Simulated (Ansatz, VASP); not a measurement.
**HfB2 in two plane-wave programs**

Aim: how closely do two programs agree when they are given the same cell, functional and k mesh? The cell is taken from a series of runs on this material, whose earlier steps may have relaxed, scaled, displaced or heated it; both programs get it as it stands.

Main program and level: Ansatz 0.2.0; plane waves, with VASP 6.6.1 beside it; zone-centre phonons at LDA.

### Step 1. The structure

The structure is hexagonal, space group P6/mmm (No. 191). Conventional cell: a = 3.024 Å, b = 3.024 Å, c = 3.316 Å, α = 90.00°, β = 90.00°, γ = 120.00°. Nearest to B lie 3 B at 1.75 Å and 6 Hf at 2.41 Å. Nearest to Hf lie 12 B at 2.41 Å. Farther neighbours are not listed.

As a file:

```
B Hf
1.0
     3.02365    0.00000    0.00000
    -1.51183    2.61856    0.00000
     0.00000    0.00000    3.31584
B Hf
2 1
Direct
  0.33333 0.66667 0.50000
  0.66667 0.33333 0.50000
  0.00000 0.00000 0.00000
```

### Step 2. VASP: zone-centre phonons, LDA

Second derivatives magnify differences that forces hide, and they need a tight electronic threshold.

Lines of VASP's logs that name or quote its potential files are left out, and so is its time.

Input file INCAR:

```
SYSTEM = HfB2
PREC = Accurate
ENCUT = 500
EDIFF = 1E-08
NELM = 120
ISMEAR = 1
SIGMA = 0.2
LREAL = .FALSE.
ALGO = Normal
GGA = CA
NBANDS = 14
LASPH = .TRUE.
LORBIT = 11
LWAVE = .FALSE.
LCHARG = .FALSE.
ISIF = 2
IBRION = 8
GGA_COMPAT = .FALSE.
KPAR = 2
```

Input file POSCAR:

```
HfB2
1.0
    3.0236507510      0.0000000000      0.0000000000
   -1.5118253755      2.6185583625      0.0000000000
    0.0000000000      0.0000000000      3.3158395164
B Hf
2 1
Direct
    0.3333333333      0.6666666667      0.5000000000
    0.6666666667      0.3333333333      0.5000000000
    0.0000000000      0.0000000000      0.0000000000
```

Input file KPOINTS:

```
Automatic mesh
0
Gamma
15 15 12
0 0 0
```

The projector-augmented-wave data sets are B and Hf_pv (LDA family, release 64).

The run is started by

```bash
$ mpirun -np 2 vasp_std
```

Numbers of over 12 decimals in the logs are rounded to 6 here.

What it wrote:

```text
[banner, memory and clock lines left out]
running    2 mpi-ranks, on    1 nodes
 distrk:  each k-point on    1 cores,    2 groups
 distr:  one band on    1 cores,    1 groups

 POSCAR found type information on POSCAR B Hf
 POSCAR found :  2 types and       3 ions
 LDA part: xc-table for (Slater(with rela. corr.)+CA(PZ))
 , standard interpolation
 POSCAR, INCAR and KPOINTS ok, starting setup
 FFT: planning ... GRIDC
 FFT: planning ... GRID_SOFT
 FFT: planning ... GRID
 WAVECAR not read
 entering main loop
       N       E                     dE             d eps       ncg     rms          rms(c)
DAV:   1     0.270004256777E+02    0.27000E+02   -0.80693E+03  5292   0.107E+03
DAV:   2    -0.299523076699E+02   -0.56953E+02   -0.53419E+02  6828   0.230E+02
DAV:   3    -0.314066709947E+02   -0.14544E+01   -0.14468E+01  7062   0.280E+01
DAV:   4    -0.314121403445E+02   -0.54693E-02   -0.54684E-02  6048   0.205E+00
DAV:   5    -0.314121701266E+02   -0.29782E-04   -0.29781E-04  7062   0.131E-01    0.659E+01
DAV:   6    -0.289107863600E+02    0.25014E+01   -0.36745E+00  6318   0.141E+01    0.475E+01
DAV:   7    -0.288577126504E+02    0.53074E-01   -0.13295E+00  6750   0.854E+00    0.118E+01
DAV:   8    -0.287636652152E+02    0.94047E-01   -0.39513E-01  6324   0.487E+00    0.165E+00
DAV:   9    -0.287589458421E+02    0.47194E-02   -0.27556E-02  6222   0.138E+00    0.435E-01
DAV:  10    -0.287587014370E+02    0.24441E-03   -0.99949E-04  6684   0.281E-01    0.261E-01
DAV:  11    -0.287587058419E+02   -0.44048E-05   -0.52308E-05  6390   0.568E-02    0.554E-02
DAV:  12    -0.287587046062E+02    0.12356E-05   -0.25800E-06  6420   0.126E-02    0.259E-02
DAV:  13    -0.287587046251E+02   -0.18886E-07   -0.15393E-07  6732   0.325E-03    0.725E-03
DAV:  14    -0.287587046103E+02    0.14801E-07   -0.29191E-08  6328   0.145E-03    0.437E-03
DAV:  15    -0.287587046099E+02    0.47339E-09   -0.50494E-09  2976   0.616E-04
   1 F= -.28758705E+02 E0= -.28758776E+02  d E =0.215470E-03
 Linear response reoptimize wavefunctions to high precision
DAV:   1    -0.287587046098E+02    0.32742E-10   -0.50836E-10  3720   0.203E-04
 Linear response DOF=           4
 Linear response progress:
  Degree of freedom:   1/  4
       N       E                     dE             d eps       ncg     rms          rms(c)
RMM:   1    -0.474988937131E-01   -0.47499E-01    0.23099E-02 53008   0.122E+00
RMM:   2    -0.459289122735E-01    0.15700E-02   -0.12435E-03 37194   0.214E-01    0.345E-01
RMM:   3    -0.456477939090E-01    0.28112E-03   -0.69212E-04 33318   0.137E-01    0.182E-01
RMM:   4    -0.462265233730E-01   -0.57873E-03   -0.65713E-04 33703   0.128E-01    0.229E-02
RMM:   5    -0.461920631795E-01    0.34460E-04   -0.17804E-05 36625   0.250E-02    0.739E-03
RMM:   6    -0.461903456190E-01    0.17176E-05   -0.73728E-07 39382   0.429E-03    0.275E-03
RMM:   7    -0.461861607429E-01    0.41849E-05   -0.67365E-08 39915   0.170E-03    0.154E-03
RMM:   8    -0.461872717814E-01   -0.11110E-05   -0.15218E-08 41778   0.316E-04    0.596E-04
RMM:   9    -0.461878729676E-01   -0.60119E-06   -0.12287E-08 41121   0.118E-04    0.137E-04
RMM:  10    -0.461878531718E-01    0.19796E-07   -0.10774E-08 41880   0.468E-05    0.381E-05
RMM:  11    -0.461879024204E-01   -0.49249E-07   -0.38483E-09 41254   0.145E-05    0.188E-05
RMM:  12    -0.461879036221E-01   -0.12017E-08   -0.72997E-10 39885   0.784E-06    0.156E-05
 first order change of Fermi-energy   0.11698E-04
 force on displaced ion       1 direction 1 : -21.960  -0.000   0.000
 Linear response progress:
  Degree of freedom:   2/  4
       N       E                     dE             d eps       ncg     rms          rms(c)
RMM:   1    -0.478669569858E-01   -0.47867E-01    0.47696E-02 18330   0.140E+00
RMM:   2    -0.476795058282E-01    0.18745E-03   -0.10870E-03 13250   0.210E-01    0.564E-01
RMM:   3    -0.473897311700E-01    0.28977E-03   -0.95527E-04 12017   0.162E-01    0.262E-01
RMM:   4    -0.478665039989E-01   -0.47677E-03   -0.47139E-04 13141   0.106E-01    0.348E-02
RMM:   5    -0.479167865016E-01   -0.50283E-04   -0.20713E-05 13445   0.311E-02    0.108E-02
RMM:   6    -0.479174964655E-01   -0.70996E-06   -0.33097E-07 13593   0.625E-03    0.268E-03
RMM:   7    -0.479032133225E-01    0.14283E-04   -0.91451E-08 12790   0.247E-03    0.240E-04
RMM:   8    -0.479029801382E-01    0.23318E-06    0.50643E-08 14431   0.470E-04    0.159E-04
RMM:   9    -0.479030515544E-01   -0.71416E-07    0.31145E-08 14423   0.114E-04    0.383E-05
RMM:  10    -0.479031138221E-01   -0.62268E-07    0.10994E-08 15421   0.278E-05    0.875E-06
RMM:  11    -0.479030956865E-01    0.18136E-07    0.48903E-09 14126   0.137E-05    0.147E-06
RMM:  12    -0.479030990686E-01   -0.33822E-08    0.66499E-10 11498   0.903E-06    0.414E-07
 first order change of Fermi-energy  -0.55591E-04
 force on displaced ion       1 direction 3 :   0.000  -0.000 -13.699
 Linear response progress:
  Degree of freedom:   3/  4
       N       E                     dE             d eps       ncg     rms          rms(c)
RMM:   1    -0.201853130730E+00   -0.20185E+00    0.46776E+00 13997   0.122E+01
RMM:   2    -0.197036826906E+00    0.48163E-02   -0.31300E-02 19384   0.121E+00    0.612E-01
RMM:   3    -0.196485643887E+00    0.55118E-03   -0.92814E-04 25076   0.148E-01    0.272E-01
RMM:   4    -0.196061336200E+00    0.42431E-03   -0.65914E-05 26217   0.481E-02    0.160E-01
RMM:   5    -0.195671918353E+00    0.38942E-03   -0.25417E-05 26741   0.334E-02    0.120E-02
RMM:   6    -0.195670402998E+00    0.15154E-05   -0.21771E-06 25488   0.969E-03    0.487E-03
RMM:   7    -0.195683010936E+00   -0.12608E-04   -0.12922E-07 28076   0.226E-03    0.497E-03
RMM:   8    -0.195683401246E+00   -0.39031E-06   -0.16869E-06 26897   0.533E-04    0.931E-04
RMM:   9    -0.195683287302E+00    0.11394E-06   -0.13497E-06 29025   0.196E-04    0.574E-04
RMM:  10    -0.195683688320E+00   -0.40102E-06   -0.78044E-07 28075   0.693E-05    0.188E-05
RMM:  11    -0.195683668691E+00    0.19629E-07   -0.37941E-07 28316   0.306E-05    0.437E-05
RMM:  12    -0.195683703184E+00   -0.34493E-07   -0.21005E-07 27003   0.175E-05    0.541E-06
RMM:  13    -0.195683701844E+00    0.13399E-08   -0.10847E-07 21353   0.115E-05    0.871E-06
RMM:  14    -0.195683705839E+00   -0.39950E-08   -0.68551E-08 17557   0.913E-06    0.320E-06
 first order change of Fermi-energy   0.74466E-04
 force on displaced ion       3 direction 1 : -18.798   0.000   0.000
 Linear response progress:
  Degree of freedom:   4/  4
       N       E                     dE             d eps       ncg     rms          rms(c)
RMM:   1    -0.224626459071E+00   -0.22463E+00    0.46308E+00  6079   0.125E+01
RMM:   2    -0.220319507386E+00    0.43070E-02   -0.36207E-02  8146   0.128E+00    0.104E+00
RMM:   3    -0.219873914072E+00    0.44559E-03   -0.20202E-03 10379   0.204E-01    0.518E-01
RMM:   4    -0.219526239226E+00    0.34767E-03   -0.23910E-04  9931   0.769E-02    0.180E-01
RMM:   5    -0.219337266993E+00    0.18897E-03   -0.21941E-05 10671   0.288E-02    0.279E-02
RMM:   6    -0.219289862598E+00    0.47404E-04   -0.27222E-06 10523   0.897E-03    0.662E-03
RMM:   7    -0.219297461889E+00   -0.75993E-05    0.87448E-06 11138   0.332E-03    0.529E-03
RMM:   8    -0.219293293763E+00    0.41681E-05    0.16464E-05 11515   0.973E-04    0.182E-03
RMM:   9    -0.219291979405E+00    0.13144E-05    0.85975E-06 11824   0.332E-04    0.232E-04
RMM:  10    -0.219291912888E+00    0.66517E-07    0.37038E-06 12439   0.118E-04    0.444E-05
RMM:  11    -0.219291884104E+00    0.28784E-07    0.17685E-06 12000   0.523E-05    0.398E-05
RMM:  12    -0.219291839222E+00    0.44882E-07    0.93407E-07 11997   0.297E-05    0.110E-05
RMM:  13    -0.219291855675E+00   -0.16453E-07    0.45875E-07 11073   0.197E-05    0.535E-06
RMM:  14    -0.219291849302E+00    0.63733E-08    0.26131E-07  8614   0.127E-05    0.392E-06
RMM:  15    -0.219291842207E+00    0.70954E-08    0.11855E-07  8582   0.101E-05    0.423E-07
RMM:  16    -0.219291841960E+00    0.24645E-09    0.54658E-08  6821   0.848E-06    0.660E-07
 first order change of Fermi-energy   0.42847E-04
 force on displaced ion       3 direction 3 :   0.000  -0.000 -22.608
 Linear response finished
```

OUTCAR, selected parts (step 2):

```text
ion  position               nearest neighbor table
   1  0.333  0.667  0.500-   2 1.75   2 1.75   2 1.75   3 2.41   3 2.41   3 2.41   3 2.41   3 2.41
                             3 2.41
   2  0.667  0.333  0.500-   1 1.75   1 1.75   1 1.75   3 2.41   3 2.41   3 2.41   3 2.41   3 2.41
                             3 2.41
   3  0.000  0.000  0.000-   1 2.41   2 2.41   1 2.41   2 2.41   1 2.41   1 2.41   2 2.41   2 2.41
                             2 2.41   2 2.41   1 2.41   1 2.41

  LATTYP: Found a hexagonal cell.
 ALAT       =     3.0236507510
 C/A-ratio  =     1.0966344295

 Subroutine GETGRP returns: Found 24 space group operations
 (whereof 24 operations were pure point group operations)

The static configuration has the point symmetry D_6h.

 Found    189 irreducible k-points:

   k-points           NKPTS =    189   k-points in BZ     NKDIM =    189   number of bands    NBANDS=     14

   dimension x,y,z NGX =    24 NGY =   24 NGZ =   24
   dimension x,y,z NGXF=    48 NGYF=   48 NGZF=   48

   ENCUT  =  500.0 eV  36.75 Ry    6.06 a.u.   5.51  5.51  6.05*2*pi/ulx,y,z

   NELECT =      16.0000    total number of electrons

 k-points in reciprocal lattice and weights: Automatic mesh
   0.00000000  0.00000000  0.00000000       0.000
   0.06666667 -0.00000000  0.00000000       0.002
   0.13333333 -0.00000000  0.00000000       0.002
   0.20000000 -0.00000000  0.00000000       0.002
   0.26666667 -0.00000000  0.00000000       0.002
   0.33333333 -0.00000000  0.00000000       0.002
   0.40000000 -0.00000000  0.00000000       0.002
   0.46666667 -0.00000000  0.00000000       0.002
   0.06666667  0.06666667  0.00000000       0.002
[...]
0.33333333  0.26666667  0.50000000       0.004
   0.33333333  0.33333333  0.50000000       0.001

 average (electrostatic) potential at core
       1 -28.9180       2 -28.9180       3 -32.9341

  Total        4.5580335      4.5580335      4.7315163      0.0000000      0.0000000      0.0000000
  in kB      278.1638606    278.1638606    288.7510229      0.0000000      0.0000000      0.0000000
  external PRESSURE =     281.6929147 kB  Pullay stress =       0.0000000 kB

  energy-cutoff  :      500.00
  volume of cell :       26.25
      direct lattice vectors                 reciprocal lattice vectors
     3.023650751  0.000000000  0.000000000     0.330726027  0.190944761  0.000000000
    -1.511825375  2.618558362  0.000000000     0.000000000  0.381889521  0.000000000
     0.000000000  0.000000000  3.315839516     0.000000000  0.000000000  0.301582750

 POSITION                                       TOTAL-FORCE (eV/Angst)
 -----------------------------------------------------------------------------------
     -0.00000      1.74571      1.65792        -0.000000      0.000000      0.000000
      1.51183      0.87285      1.65792         0.000000     -0.000000     -0.000000
      0.00000      0.00000      0.00000         0.000000      0.000000      0.000000
 -----------------------------------------------------------------------------------
    total drift:                               -0.000000      0.000000      0.000000

 Eigenvectors and eigenvalues of the dynamical matrix
 ----------------------------------------------------

   1 f  =   27.936118 THz   175.527803 2PiTHz  931.848577 cm-1   115.534447 meV
             X         Y         Z           dx          dy          dz
     -0.000000  1.745706  1.657920    -0.707107    0.000000    0.000000
      1.511825  0.872853  1.657920     0.707107   -0.000000   -0.000000
      0.000000  0.000000  0.000000    -0.000000   -0.000000    0.000000

   2 f  =   27.936118 THz   175.527803 2PiTHz  931.848577 cm-1   115.534447 meV
             X         Y         Z           dx          dy          dz
     -0.000000  1.745706  1.657920     0.000000    0.707107    0.000000
      1.511825  0.872853  1.657920    -0.000000   -0.707107   -0.000000
      0.000000  0.000000  0.000000     0.000000    0.000000    0.000000

   3 f  =   19.076113 THz   119.858750 2PiTHz  636.310622 cm-1    78.892427 meV
             X         Y         Z           dx          dy          dz
     -0.000000  1.745706  1.657920    -0.000000    0.000000    0.707107
      1.511825  0.872853  1.657920    -0.000000    0.000000   -0.707107
      0.000000  0.000000  0.000000    -0.000000   -0.000000    0.000000

   4 f  =   16.924362 THz   106.338900 2PiTHz  564.535938 cm-1    69.993504 meV
             X         Y         Z           dx          dy          dz
     -0.000000  1.745706  1.657920     0.000000   -0.000000    0.667804
      1.511825  0.872853  1.657920     0.000000   -0.000000    0.667804
      0.000000  0.000000  0.000000    -0.000000   -0.000000   -0.328748

   5 f  =   15.433846 THz    96.973716 2PiTHz  514.817695 cm-1    63.829230 meV
             X         Y         Z           dx          dy          dz
     -0.000000  1.745706  1.657920    -0.667811    0.000000    0.000000
      1.511825  0.872853  1.657920    -0.667811    0.000000   -0.000000
      0.000000  0.000000  0.000000     0.328721    0.000000    0.000000

   6 f  =   15.433846 THz    96.973716 2PiTHz  514.817695 cm-1    63.829230 meV
             X         Y         Z           dx          dy          dz
     -0.000000  1.745706  1.657920    -0.000000   -0.667811    0.000000
      1.511825  0.872853  1.657920    -0.000000   -0.667811   -0.000000
      0.000000  0.000000  0.000000    -0.000000    0.328721    0.000000

   7 f/i=    0.000200 THz     0.001255 2PiTHz    0.006665 cm-1     0.000826 meV
             X         Y         Z           dx          dy          dz
     -0.000000  1.745706  1.657920    -0.064207   -0.223397    0.000000
      1.511825  0.872853  1.657920    -0.064207   -0.223397    0.000000
      0.000000  0.000000  0.000000    -0.260880   -0.907680    0.000000

   8 f/i=    0.000200 THz     0.001255 2PiTHz    0.006665 cm-1     0.000826 meV
             X         Y         Z           dx          dy          dz
     -0.000000  1.745706  1.657920     0.223397   -0.064207    0.000000
      1.511825  0.872853  1.657920     0.223397   -0.064207    0.000000
      0.000000  0.000000  0.000000     0.907680   -0.260880    0.000000

   9 f/i=    0.000704 THz     0.004420 2PiTHz    0.023467 cm-1     0.002910 meV
             X         Y         Z           dx          dy          dz
     -0.000000  1.745706  1.657920    -0.000000    0.000000    0.232460
      1.511825  0.872853  1.657920    -0.000000    0.000000    0.232460
      0.000000  0.000000  0.000000    -0.000000    0.000000    0.944418

 ELASTIC MODULI CONTR FROM IONIC RELAXATION (kBar)
 Direction    XX          YY          ZZ          XY          YZ          ZX
 --------------------------------------------------------------------------------
 XX          -0.0817      0.0817      0.0000     -0.0000     -0.0000      0.0000
 YY           0.0817     -0.0817      0.0000      0.0000      0.0000      0.0000
 ZZ           0.0000      0.0000      0.0000      0.0000      0.0000      0.0000
 XY          -0.0000      0.0000      0.0000     -0.0817     -0.0000      0.0000
 YZ          -0.0000      0.0000      0.0000     -0.0000     -0.0000      0.0000
 ZX           0.0000      0.0000      0.0000      0.0000      0.0000      0.0000
 --------------------------------------------------------------------------------
```

[end of part 1 of 2]

[Lines on the potential files, build, host, timing and source positions are cut from VASP's logs without a mark.]

[Logs are printed without paths, hosts, clocks, repeated set-up lines and the standing remarks that a program may print on its own settings, such as how far it seeks lower states.]

[Hosts, paths, dates, database ids (printed as entryN), source tags and the programs' standing remarks are cut or masked in the printed files.]
